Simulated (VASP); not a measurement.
```yaml
crystal:
  lattice:
    - [-2.00684, 2.00684, 4.24692]
    - [2.00684, -2.00684, 4.24692]
    - [2.00684, 2.00684, -4.24692]
  atoms:
    - { symbol: Li, position: [0.00000, 0.00000, 0.00000] }
    - { symbol: Ge, position: [0.75000, 0.25000, 0.50000] }
    - { symbol: Ge, position: [0.25000, 0.75000, 0.50000] }
    - { symbol: Ge, position: [0.50000, 0.50000, 0.00000] }
```

These are PBEsol GGA with spin-orbit coupling, VASP's PBE PAW potentials (set 64) (plane waves; VASP 6.6.1) values and carry that method's errors. Settings: 520 eV cut-off, 10×10×10 Γ-centred mesh, Gaussian smearing of 0.050 eV, potentials Li_sv Ge_d.

**Question.** Give the energies of bands 39 to 52 at the high-symmetry points, in eV from the Fermi level.

**Answer.** 
```tsv
band	Γ	X	P	N	M	S	R
39	-4.08	-5.46	-5.51	-3.93	-3.40	-1.97	-4.84
40	-4.08	-5.46	-5.51	-3.93	-3.40	-1.97	-4.84
41	-2.05	-4.47	-3.01	-1.02	-3.34	-1.66	-4.03
42	-2.05	-4.47	-3.01	-1.02	-3.34	-1.66	-4.03
43	-1.90	-3.20	-2.95	-0.23	0.17	-0.60	-2.21
44	-1.90	-3.20	-2.95	-0.23	0.17	-0.60	-2.21
45	-0.39	0.32	-2.89	0.05	3.29	0.39	0.53
46	-0.39	0.32	-2.89	0.05	3.29	0.39	0.53
47	-0.27	0.51	0.80	0.56	3.36	1.60	0.66
48	-0.27	0.51	0.80	0.56	3.36	1.60	0.66
49	0.59	1.54	4.60	2.50	3.53	1.81	1.75
50	0.59	1.54	4.60	2.50	3.53	1.81	1.75
51	1.51	4.15	4.67	2.77	3.60	3.02	4.31
52	1.51	4.15	4.67	2.77	3.60	3.02	4.31
```

It has no gap at this level: it comes out as a metal or semimetal.

The structure comes from a computed database's LiGe3 entry (I4/mmm); how it stands against other phases isn't given here. It was relaxed first, which changed the volume by -6 %.
